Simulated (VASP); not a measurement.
Data:

```yaml
crystal:
  lattice:
    - [4.61502, 0.00000, 0.00000]
    - [0.00000, 4.61502, 0.00000]
    - [0.00000, 0.00000, 2.96060]
  atoms:
    - { symbol: Ti, position: [0.00000, 0.00000, 0.00000] }
    - { symbol: Ti, position: [0.50000, 0.50000, 0.50000] }
    - { symbol: O, position: [0.30423, 0.30423, 0.00000] }
    - { symbol: O, position: [0.80423, 0.19577, 0.50000] }
    - { symbol: O, position: [0.19577, 0.80423, 0.50000] }
    - { symbol: O, position: [0.69577, 0.69577, 0.00000] }
```

These are rev-vdW-DF2, VASP's PBE PAW potentials (set 64) (plane waves; VASP) values and carry that method's errors. Numerical set-up: 520 eV cut-off, Gaussian smearing of 0.050 eV, potentials Ti_sv O.

Question: Estimate the band gap (along the path) with the smallest direct gap where there is one.

Answer: 
```yaml
band gap (along the path): 1.80 eV
smallest direct gap (along the path): 1.80 eV
```

Only differences to runs with the same potentials and settings are physical.

The compound is TiO2 in the rutile structure. It was relaxed first.
